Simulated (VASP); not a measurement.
Here is the system:

```
Yb
1.0
    0.00000     2.59744     2.59744
    2.59744     0.00000     2.59744
    2.59744     2.59744     0.00000
Yb
1
Direct
  0.00000   0.00000   0.00000
```

Calculation: SCAN meta-GGA, VASP's PBE PAW potentials (set 64) (plane waves; VASP). Settings: 520 eV cut-off, 9×9×9 Γ-centred mesh, Gaussian smearing of 0.050 eV, potentials Yb_2.

The 4f electrons are frozen in the core of the lanthanide potential, so 4f levels, which can set the real gap, and their magnetism are missing.

### Question
Give the stress tensor in GPa (positive for a compressed cell).

### Answer

```
1.41  0.00  0.00
0.00  1.41  0.00
0.00  0.00  1.41
```
The pressure is its mean diagonal, 1.41 GPa.

The compound is Yb in the fcc structure. This cell is one point of a volume scan, at 0.94 of the reference volume.
